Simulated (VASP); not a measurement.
VASP input:

**INCAR**
```
SYSTEM = NiSb
PREC = Accurate
ENCUT = 400
EDIFF = 1E-6
NELM = 100
ALGO = Normal
LREAL = .FALSE.
LASPH = .TRUE.
ISMEAR = 1
SIGMA = 0.1
GGA = PE
LMAXMIX = 4
LWAVE = .FALSE.
LCHARG = .FALSE.
ISIF = 2
```

File KPOINTS:
```
Automatic mesh
0
Gamma
7 7 5
0 0 0
```

File POSCAR:
```
NiSb
1
    2.0043000000     3.4715500000     0.0000000000
    2.0043000000    -3.4715500000     0.0000000000
    0.0000000000     0.0000000000     5.2326000000
Ni Sb
2 2
Direct
  0.0000000000   0.0000000000   0.5000000000
  0.0000000000   0.0000000000   0.0000000000
  0.6666670000   0.3333330000   0.2500000000
  0.3333330000   0.6666670000   0.7500000000
```

POTCAR, in this order: Ni Sb (PBE.64 set). Program: vasp_std.

What VASP printed:

File standard output:
```
 -----------------------------------------------------------------------------
|                                                                             |
|     EEEEEEE  RRRRRR   RRRRRR   OOOOOOO  RRRRRR      ###     ###     ###     |
|     E        R     R  R     R  O     O  R     R     ###     ###     ###     |
|     E        R     R  R     R  O     O  R     R     ###     ###     ###     |
|     EEEEE    RRRRRR   RRRRRR   O     O  RRRRRR       #       #       #      |
|     E        R   R    R   R    O     O  R   R                               |
|     E        R    R   R    R   O     O  R    R      ###     ###     ###     |
|     EEEEEEE  R     R  R     R  OOOOOOO  R     R     ###     ###     ###     |
|                                                                             |
|     ERROR: the triple product of the basis vectors is negative exchange     |
|     two basis vectors                                                       |
|                                                                             |
|       ---->  I REFUSE TO CONTINUE WITH THIS SICK JOB ... BYE!!! <----       |
|                                                                             |
 -----------------------------------------------------------------------------
```

Question: Read the log: what went wrong, and how is it fixed?

Answer: The cause: the lattice vectors form a left-handed set. VASP stops with an error: ERROR: the triple product of the basis vectors is negative exchange two basis vectors ----> I REFUSE TO CONTINUE WITH THIS SICK JOB ... BYE!!! <---- To mend it, correct POSCAR.
POSCAR:
```
NiSb
1
    2.0043000000    -3.4715500000     0.0000000000
    2.0043000000     3.4715500000     0.0000000000
    0.0000000000     0.0000000000     5.2326000000
Ni Sb
2 2
Direct
  0.0000000000   0.0000000000   0.5000000000
  0.0000000000   0.0000000000   0.0000000000
  0.3333330000   0.6666670000   0.2500000000
  0.6666670000   0.3333330000   0.7500000000
```
The mended run (PBE GGA, plane waves, VASP's PBE PAW potentials (set 64)) converges, and its OSZICAR ends with
```
   1 F= -.20289132E+02 E0= -.20289915E+02  d E =0.234902E-02
```

The compound is NiSb in the NiAs type structure. The cell was not relaxed at this level. The run is not spin-polarised, so no magnetic state was tried.
